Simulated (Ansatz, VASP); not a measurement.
# AlNi: VASP beside Ansatz, part 2 of 2

Wanted: the spread between two codes on one cell, functional and k mesh. The cell is taken from a series of runs on this material, whose earlier steps may have relaxed, scaled, displaced or heated it; both programs get it as it stands.

VASP 6.6.1 and Ansatz 0.2.0.

So far: The starting structure; VASP: zone-centre phonons, PBEsol.

### 3. Ansatz: zone-centre phonons, PBEsol

Level of this step: Ansatz beside VASP: Kohn-Sham DFT, plane waves, PBEsol (Ansatz).

Ansatz runs on its PAW soft_1 files.

The same cell, functional, mesh and smearing now go to Ansatz, which takes its cutoff from its data sets.

input.yaml

```yaml
crystal:
  lattice:
    - [2.892688889, 0.0262849788, 0.0]
    - [0.0262849788, 2.892688889, 0.0]
    - [0.0, 0.0, 2.8272643389]
  atoms:
    - { symbol: Al, position: [0.0, 0.0, 0.0] }
    - { symbol: Ni, position: [0.5, 0.5, 0.5] }
kpoints:
  mp_grid: { grid: [16, 16, 16] }
hamiltonian:
  xc: pbesol
  pseudopotentials: { kind: paw, azcp: { folder: soft_1 }, xc_functional: pbe }
scf:
  occupations: { method: methfessel_paxton, width: 0.2 }
output:
  eigenvalues: true
phonons:
  method: dfpt
```

Run with:

```
$ ansatz run input.yaml --threads 4 --pin off --max-ram 10240MiB --backend cpu --events-out ev --progress --plain --runs-dir out
```

Numbers of over 12 decimals in the logs are rounded to 6 here.

Output:

```text
zone centre: on kpoints.mp_grid the ground state, and the responses unless they are solved on pairs of k-points, stand on 1170 of the mesh's 4096 k-points, reduced under 4 symmetry operations, with k and −k counted as one. Each operation leaves every solved displacement unchanged or reverses it
Engine: ansatz 0.2.0, x86_64-unknown-linux-gnu
Pseudopotentials: kind: paw
Pseudopotential: Al, paw, valence charge 3, recommended cutoff 420 eV (normal), soft_1/Al.paw.azcp
Pseudopotential: Ni, paw, valence charge 18, recommended cutoff 420 eV (normal), soft_1/Ni.paw.azcp
Functional definition: PBEsol
  exchange = pbesol_x
  correlation = pbesol_c
Crystal: 2 atoms, lattice volume = 23.656 Å³
Basis set: ecut = 420 eV, 461 PW (Γ), exchange–correlation on 40×40×40 points (8 copies of the dense FFT grid, shifted against one another)
Bands: 15, of which v1, the nominal top of the filled ones, is band 11 counted from 1 (10 counted from 0)
Symmetry: 8 space group operations
k-points: 1170 of 4096 (irreducible under 4 space group operations)
Non-local potential: Al, projectors of the file, l = 0: 2, l = 1: 2, l = 2: 1
Non-local potential: Ni, projectors of the file, l = 0: 3, l = 1: 2, l = 2: 3, l = 3: 1
PAW form: soft (Blöchl's): semilocal exchange-correlation on the pseudo side does not see the compensation charge
PAW frozen core: Al, regenerated for the run's functional, and the local potential with it (the file was generated under x = pbe(κ = 0.804, μ = 0.219515), c = pbe(β = 0.066725))
PAW frozen core: Ni, regenerated for the run's functional, and the local potential with it (the file was generated under x = pbe(κ = 0.804, μ = 0.219515), c = pbe(β = 0.066725))
PAW one-centre angular grid: Al, 110 points (default); XC on 64 Gauss nodes
PAW one-centre angular grid: Ni, 590 points (default); XC on 64 Gauss nodes
Initial density: superposition of atomic densities (chi_scale 0.1, normalization cell, long waves kept (reshape's long-wave potential 0.00 eV rms))
Initial wavefunctions: pseudopotential atomic-orbital guess
Functional: x = pbesol(κ = 0.804, μ = 0.123457), c = pbesol(β = 0.046)
SCF iter   1: F=—  HF=-6331.233963 eV  |F-HF|=—  |Δ(HF+E_count)|=         —  Δρ=7.90e-2  dr2=1.49e0  ethr=3.10e-3  ⟨swp⟩=4.0  Hψ=77639  notcnv=0
preconditioner: auto → none  [metal: Δε(μ)=0.027 eV  Ē_g=10.200 eV  σ=0.200 eV  W_gap=0.12  n_scr=6 (ndim 8)  ℏωp=27.5 eV  f_vac=0.000  D(μ)=0.61/eV (n_scr^D=0)  sad-step TF]
SCF iter   2: F=—  HF=-6331.078993 eV  |F-HF|=—  |Δ(HF+E_count)|=   1.55e-1  S|Δr|=    0.00e0  Δρ=5.82e-2  dr2=8.75e-1  ethr=3.10e-3  ⟨swp⟩=2.0  Hψ=31466  notcnv=0  defer=264
SCF iter   3: F=—  HF=-6330.886816 eV  |F-HF|=—  |Δ(HF+E_count)|=   1.92e-1  S|Δr|=    0.00e0  Δρ=2.28e-2  dr2=1.10e-1  ethr=3.10e-3  ⟨swp⟩=2.0  Hψ=22202  notcnv=0  defer=264
SCF iter   4: F=—  HF=-6330.868077 eV  |F-HF|=—  |Δ(HF+E_count)|=   1.87e-2  S|Δr|=    0.00e0  Δρ=5.29e-3  dr2=3.86e-3  ethr=5.25e-4  ⟨swp⟩=2.0  Hψ=30660  notcnv=0  defer=236
SCF iter   5: F=—  HF=-6330.867868 eV  |F-HF|=—  |Δ(HF+E_count)|=   2.09e-4  S|Δr|=    0.00e0  Δρ=4.54e-4  dr2=2.15e-5  ethr=1.84e-5  ⟨swp⟩=2.2  Hψ=23766  notcnv=0  defer=235
SCF iter   6: F=—  HF=-6330.867858 eV  |F-HF|=—  |Δ(HF+E_count)|=   1.05e-5  S|Δr|=    0.00e0  Δρ=9.00e-5  dr2=1.01e-6  ethr=1.03e-7  ⟨swp⟩=2.0  Hψ=29707  notcnv=0  defer=235
SCF iter   7: F=—  HF=-6330.867862 eV  |F-HF|=—  |Δ(HF+E_count)|=   3.78e-6  S|Δr|=    0.00e0  Δρ=1.22e-5  dr2=2.39e-8  ethr=4.82e-9  ⟨swp⟩=2.3  Hψ=24750  notcnv=0  defer=235
SCF iter   8: F=—  HF=-6330.867862 eV  |F-HF|=—  |Δ(HF+E_count)|=   4.15e-9  S|Δr|=    0.00e0  Δρ=1.45e-6  dr2=3.38e-10  ethr=1.14e-10  ⟨swp⟩=2.1  Hψ=25284  notcnv=0  defer=235
SCF iter   9: F=-6330.867862 eV  HF=-6330.867862 eV  |F-HF|=0.00e0  |Δ(HF+E_count)|=  5.82e-11  S|Δr|=    0.00e0  Δρ=4.49e-8  dr2=3.86e-13  ethr=1.00e-12  ⟨swp⟩=4.9  Hψ=81369  notcnv=0
SCF 1 converged in 9 iterations: F = -6330.867862 eV  dr2 = 3.86e-13
  greatest PAW one-centre occupation: 1.001 electrons in one spin orbital (limit 2), on the Ni atom at site 1 (counted from 0), in its partial waves of l = 1
DFPT response loops at Γ: preconditioner auto → Kerker (q_TF=auto, 2.675 Å⁻¹) (partly filled bands, converged f_vac=0.000); β = 1.00, the filter's whole step (`scf.mixing.beta` (0.50) is not read by the response loops under this deck's `scf.mixing.preconditioner`; to damp them name `kerker` or `kerker_dos`, under which they read `scf.mixing.beta`, and type it under 1.00, their step now; both keys bind the ground state too); Broyden in place of MSR1
SCF converged after 9 iterations
Stability not checked: this state was not tested for a lower state beside it, because cold or Methfessel-Paxton smearing, or corrected tetrahedra, fill the levels in a way that the test cannot read (fill_not_monotonic; see scf.lower_state_search)
Free energy (F): -6330.867862 eV
Harris-Foulkes:  -6330.867862 eV  (|F-HF|=0.00e0)
Internal energy: -6330.868372 eV  (E = F + TS)
E sigma→0 (E₀):  -6330.867989 eV
Entropy (-TS):   0.000510 eV (0.255 meV/atom)
Fermi energy:    13.922533 eV
--- Per-component energies (eV) ---
  E_band       = -336.543364
  E_kinetic    = 368.776075
  E_local      = -3732.325929  (includes V_loc(G=0)·N_el)
  E_nonlocal   = -105.519681
  E_hartree    = 1956.976120
  E_xc         = -151.588322
  E_vxc        = -177.362190  (∫ρ·V_xc dr)
  E_paw        = -2080.779915  (= ΣΔE_a)
  E_vpaw       = -604.064680  (= ΣTr[D̂ρ^β])
  E_aug_tail   = 0.000806  (compensation charges beyond the density's cutoff)
  E_ewald      = -2586.623954
  E_core_change = 0.216428  (= ΣΔE_core)
  E_smearing   = 0.000510  (= −TS)
  E_closure    = 0.000000  (closes the sum)
  Σ components = -6330.867862   (vs F -6330.867862, Δ=0.00e0)
--- Band table (eV; the first three rows and the last of 1170) ---
  k-point 0: bands = [... 7 lower, 12.3260, 12.3728, 12.4204, 19.1053, 19.2317, 19.9955, 21.9853, 22.1434]
  k-point 1: bands = [... 7 lower, 12.3299, 12.3361, 12.3853, 19.1087, 19.2064, 19.3306, 21.9911, 22.9007]
  k-point 2: bands = [... 7 lower, 12.2354, 12.2882, 12.3412, 17.6445, 19.5009, 19.6194, 22.0083, 23.9634]
  k-point 1169: bands = [... 7 lower, 12.9122, 12.9728, 15.7250, 15.8734, 15.9688, 17.7573, 18.2821, 18.4351]
--- Phonons (Γ-DFPT): 4 representative perturbations + reference, on 1170 of 4096 k-points (Σ response iterations 13) ---
  k mesh reduced under 4 symmetry operations, with k and −k counted as one. Each operation leaves every solved displacement unchanged or reverses it
  ASR residual: 3.321e-5 → 0.000e0 eV/Å²; symmetrization residual: 1.191e-6 eV/Å²
  ASR residual per site (eV/Å²): 5.37e-6 3.32e-5
  Γ frequencies (cm⁻¹): 0.00 0.00 0.00 283.67 295.91 309.50
  non-analytic LO–TO correction: not included (Born effective charges unavailable; polar crystals: no LO–TO splitting at Γ)
```

### 4. Comparison

Known differences besides the potentials themselves: the data sets hold 21 valence electrons in Ansatz (on its PAW soft_1 files) and 13 in VASP; the cutoff is 420 eV in Ansatz and 600 eV in VASP; Ansatz makes its cores anew for this functional, VASP keeps those of its PBE data sets. Total energies have different zeros and are not compared.

Both answers:

| quantity | Ansatz | VASP | difference |
| --- | --- | --- | --- |
| optical mode 1 (cm⁻¹) | 283.7 | 285.1 | -0.49 % |
| optical mode 2 (cm⁻¹) | 295.9 | 297.2 | -0.44 % |
| optical mode 3 (cm⁻¹) | 309.5 | 311.2 | -0.53 % |

Modes are paired by rising frequency, not by their patterns, so a pair may set unlike modes beside each other; they are those without the splitting of longitudinal modes.

### 5. What came out

| Quantity | Value |
| --- | --- |
| r.m.s. difference of the optical zone-centre modes, each program's sorted by frequency (zone-centre phonons, PBEsol) | 1.5 cm⁻¹ |
| difference in optical mode 3 (zone-centre phonons, PBEsol) | -0.5 % |

The r.m.s. difference of the optical zone-centre modes, each program's sorted by frequency is 1.5 cm⁻¹ (zone-centre phonons, PBEsol). The data sets hold unlike numbers of valence electrons (21 in Ansatz and 13 in VASP), so part of the differences comes from the potentials. Among the rows given in per cent, the largest difference of the zone-centre phonons, PBEsol pair is in optical mode 3, -0.5 %. Such differences can come from data sets, numerical settings and the points named under the comparisons, not from the functional's error against experiment.

[Lines on the potential files, build, host, timing and source positions are cut from VASP's logs without a mark.]

[Logs are printed without paths, hosts, clocks, repeated set-up lines and the standing remarks that a program may print on its own settings, such as how far it seeks lower states.]

[Hosts, paths, dates, database ids (printed as entryN), source tags and the programs' standing remarks are cut or masked in the printed files.]
